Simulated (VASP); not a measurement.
These are LDA (Ceperley-Alder, Perdew-Zunger), VASP's LDA PAW potentials (set 64) (plane waves; VASP) values and carry that method's errors.

A VASP calculation is set up with these files.

POSCAR:
```
Pt
1
    0.0000000000     1.9082533956     1.9082533956
    1.9082533956     0.0000000000     1.9082533956
    1.9082533956     1.9082533956     0.0000000000
Pt
1
Direct
  0.0000000000   0.0000000000   0.0000000000
```

### KPOINTS
```
Automatic mesh
0
gamma
16 16 16
0 0 0
```

**INCAR**
```
EDIFF=1E-7   # SCF stop (eV)
ENCUT=520   # plane-wave cut-off (eV)
LWAVE=.False.
PREC=Accurate
ISIF=2   # forces and stress, cell fixed
LASPH=.True.   # aspherical one-centre terms
LCHARG=.False.
SIGMA=0.1   # width (eV)
LMAXMIX=6   # l cut-off of mixed one-centre charges
NELM=100
ISMEAR=1   # Methfessel-Paxton
ALGO=Normal
SYSTEM=Pt
LREAL=.False.
```

POTCAR, in this order: Pt (LDA.64 set). Program: vasp_std.

Unless said otherwise, spin-orbit coupling is left out, though it shifts the bands of the heavy elements here.

Problem. Predict the energy per atom (σ→0), pressure, band gap (on the k-mesh).

Solution. 
| Property | Result |
|---|---|
| energy per atom (σ→0) | -7.444 eV/atom |
| band gap (on the k-mesh) | none (metal, semimetal or under 0.01 eV) |
| pressure | 22.55 GPa |

OSZICAR:
```
...
DAV:   5    -0.786769822854E+01   -0.82208E-05   -0.82205E-05  2945   0.824E-02    0.168E+01
DAV:   6    -0.750563374770E+01    0.36206E+00   -0.82069E-01  2655   0.841E+00    0.878E+00
DAV:   7    -0.744936110210E+01    0.56273E-01   -0.18889E-01  2766   0.386E+00    0.265E+00
DAV:   8    -0.744416912876E+01    0.51920E-02   -0.83407E-03  2817   0.994E-01    0.508E-01
DAV:   9    -0.744404552409E+01    0.12360E-03   -0.82543E-05  2732   0.104E-01    0.369E-02
DAV:  10    -0.744404755407E+01   -0.20300E-05   -0.24458E-06  2994   0.128E-02    0.298E-03
DAV:  11    -0.744404757050E+01   -0.16426E-07   -0.48094E-08  2542   0.236E-03
   1 F= -.74440476E+01 E0= -.74438893E+01  d E =-.474726E-03
```

The compound is Pt in the fcc structure. This cell is one point of a volume scan, at 0.94 of the reference volume.
